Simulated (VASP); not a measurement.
All values below come from revTPSS meta-GGA, VASP's PBE PAW potentials (set 64) (plane waves; VASP).

VASP ran on this input.

**INCAR**
```
SYSTEM  =  MgH2
PREC  =  Accurate; ENCUT  =  520; LREAL  =  .FALSE.
LASPH  =  .TRUE.
EDIFF  =  1E-7; NELM  =  100; ALGO  =  Normal
LMIXTAU  =  .TRUE.
ISMEAR  =  0; SIGMA  =  0.05
METAGGA  =  RTPSS
IBRION  =  2; NSW  =  30; ISIF  =  4
EDIFFG  =  -0.01
LWAVE  =  .FALSE.; LCHARG  =  .FALSE.
```

### KPOINTS
```
Automatic mesh
0
Gamma
5 5 7
0 0 0
```

**POSCAR**
```
MgH2
1
    4.4612530777     0.0000000000     0.0000000000
    0.0000000000     4.4612530777     0.0000000000
    0.0000000000     0.0000000000     2.9886143204
Mg H
2 4
Direct
  1.0000000000   0.0000000000   0.0000000000
  0.5000000000   0.5000000000   0.5000000000
  0.3041178902   0.3041178902   0.0000000000
  0.8041178902   0.1958821098   0.5000000000
  0.1958821098   0.8041178902   0.5000000000
  0.6958821098   0.6958821098   0.0000000000
```

POTCAR, in this order: Mg H (PBE.64 set). Program: vasp_std.

Output

OSZICAR:
```
       N       E                     dE             d eps       ncg     rms          rms(c)
DAV:   1     0.137161204669E+02    0.13716E+02   -0.34269E+03   384   0.885E+02
DAV:   2    -0.185773459631E+02   -0.32293E+02   -0.31179E+02   624   0.160E+02
DAV:   3    -0.202054933456E+02   -0.16281E+01   -0.16281E+01   624   0.466E+01
DAV:   4    -0.202148577825E+02   -0.93644E-02   -0.93644E-02   696   0.435E+00
DAV:   5    -0.202148821602E+02   -0.24378E-04   -0.24378E-04   656   0.230E-01    0.583E+00
DAV:   6    -0.216044752384E+02   -0.13896E+01   -0.62721E+00   384   0.379E+01    0.389E+00
DAV:   7    -0.230141521064E+02   -0.14097E+01   -0.40037E+00   408   0.220E+01    0.212E+00
DAV:   8    -0.225666025828E+02    0.44755E+00   -0.61689E-01   400   0.809E+00    0.768E-01
DAV:   9    -0.234056781992E+02   -0.83908E+00   -0.21499E-01   384   0.651E+00    0.566E-01
DAV:  10    -0.223829665232E+02    0.10227E+01   -0.27654E-01   384   0.724E+00    0.176E-01
DAV:  11    -0.223170827219E+02    0.65884E-01   -0.92100E-02   384   0.529E+00    0.554E-02
DAV:  12    -0.223594044573E+02   -0.42322E-01   -0.41459E-02   384   0.331E+00    0.223E-02
DAV:  13    -0.223165168803E+02    0.42888E-01   -0.65614E-02   384   0.469E+00    0.333E-02
DAV:  14    -0.223170414239E+02   -0.52454E-03   -0.31230E-04   576   0.309E-01    0.314E-02
DAV:  15    -0.223170995455E+02   -0.58122E-04   -0.42697E-04   384   0.320E-01    0.169E-02
DAV:  16    -0.223166314603E+02    0.46809E-03   -0.21442E-03   384   0.947E-01    0.224E-02
DAV:  17    -0.223171868757E+02   -0.55542E-03   -0.49302E-04   384   0.451E-01    0.914E-03
DAV:  18    -0.223171618898E+02    0.24986E-04   -0.59741E-05   432   0.173E-01    0.366E-03
DAV:  19    -0.223171691043E+02   -0.72145E-05   -0.15221E-05   400   0.596E-02    0.277E-03
DAV:  20    -0.223171632794E+02    0.58250E-05   -0.81167E-06   384   0.500E-02    0.206E-03
DAV:  21    -0.223171662398E+02   -0.29605E-05   -0.11085E-06   400   0.202E-02    0.168E-03
DAV:  22    -0.223171672828E+02   -0.10430E-05   -0.30795E-07   488   0.978E-03    0.647E-04
DAV:  23    -0.223171677321E+02   -0.44930E-06   -0.18748E-07   432   0.907E-03    0.410E-04
DAV:  24    -0.223171676715E+02    0.60638E-07   -0.52308E-08   384   0.409E-03
   1 F= -.22317168E+02 E0= -.22317168E+02  d E =-.223172E+02
       N       E                     dE             d eps       ncg     rms          rms(c)
DAV:   1    -0.223172588332E+02   -0.91101E-04   -0.76174E-04   496   0.212E-01    0.113E-02
DAV:   2    -0.223172583368E+02    0.49639E-06   -0.12984E-05   384   0.505E-02    0.749E-03
DAV:   3    -0.223172593292E+02   -0.99239E-06   -0.21208E-05   384   0.522E-02    0.232E-03
DAV:   4    -0.223172588570E+02    0.47222E-06   -0.33088E-06   384   0.205E-02    0.941E-04
DAV:   5    -0.223172588966E+02   -0.39578E-07   -0.18945E-07   256   0.653E-03
   2 F= -.22317259E+02 E0= -.22317259E+02  d E =-.912251E-04
       N       E                     dE             d eps       ncg     rms          rms(c)
DAV:   1    -0.223173366761E+02   -0.77819E-04   -0.22914E-03   496   0.369E-01    0.195E-02
DAV:   2    -0.223173354890E+02    0.11870E-05   -0.39292E-05   384   0.866E-02    0.130E-02
DAV:   3    -0.223173388827E+02   -0.33937E-05   -0.66776E-05   384   0.918E-02    0.415E-03
DAV:   4    -0.223173371337E+02    0.17490E-05   -0.10883E-05   384   0.368E-02    0.164E-03
DAV:   5    -0.223173372470E+02   -0.11330E-06   -0.58042E-07   432   0.114E-02    0.130E-03
DAV:   6    -0.223173369420E+02    0.30506E-06   -0.76666E-07   384   0.905E-03    0.141E-04
DAV:   7    -0.223173369660E+02   -0.23985E-07   -0.51420E-08   192   0.327E-03
   3 F= -.22317337E+02 E0= -.22317337E+02  d E =-.169294E-03
```

OUTCAR:
```
------------------------ aborting loop because EDIFF is reached ----------------------------------------
  FORCE on cell =-STRESS in cart. coord.  units (eV):
  Direction    XX          YY          ZZ          XY          YZ          ZX
  --------------------------------------------------------------------------------------
  Total       -0.0027045     -0.0027045      0.0219523     -0.0000000      0.0000000      0.0000000
  in kB       -0.0728461     -0.0728461      0.5912981     -0.0000000      0.0000000      0.0000000
  external PRESSURE =       0.1485353 kB  Pullay stress =       0.0000000 kB
  volume of cell :       59.48
      direct lattice vectors                 reciprocal lattice vectors
     4.456741513  0.000000000  0.000000000     0.224379179  0.000000000  0.000000000
     0.000000000  4.456741513  0.000000000    -0.000000000  0.224379179  0.000000000
     0.000000000  0.000000000  2.994668139     0.000000000  0.000000000  0.333926817
 POSITION                                       TOTAL-FORCE (eV/Angst)
 -----------------------------------------------------------------------------------
      0.00000      0.00000      0.00000         0.000000     -0.000000      0.000000
      2.22837      2.22837      1.49733         0.000000     -0.000000      0.000000
      1.35489      1.35489      0.00000         0.001242      0.001242     -0.000000
      3.58326      0.87348      1.49733         0.001242     -0.001242      0.000000
      0.87348      3.58326      1.49733        -0.001242      0.001242     -0.000000
      3.10185      3.10185      0.00000        -0.001242     -0.001242      0.000000
 -----------------------------------------------------------------------------------
    total drift:                                0.000000      0.000000      0.000000
  FREE ENERGIE OF THE ION-ELECTRON SYSTEM (eV)
  ---------------------------------------------------
  free  energy   TOTEN  =       -22.3173369660 eV

  energy  without entropy=      -22.3173369660  energy(sigma->0) =      -22.31733697

 reached required accuracy - stopping structural energy minimisation
```
(Selected blocks of OUTCAR.)

**CONTCAR**
```
MgH2
   1.00000000000000
     4.4567415128892698    0.0000000000000000    0.0000000000000000
     0.0000000000000000    4.4567415128892698    0.0000000000000000
     0.0000000000000000    0.0000000000000000    2.9946681387585223
  Mg              H
     2     4
Direct
     0.0000000000000000    0.0000000000000000    0.0000000000000000
     0.5000000000000000    0.5000000000000000    0.5000000000000000
     0.3040093715149465    0.3040093715149465    0.0000000000000000
     0.8040093715149464    0.1959906284850536    0.5000000000000000
     0.1959906284850536    0.8040093715149464    0.5000000000000000
     0.6959906284850536    0.6959906284850536    0.0000000000000000
```

The compound is MgH2 in the rutile structure. This run relaxes it. Symmetry was kept, so distortions that lower it aren't found.
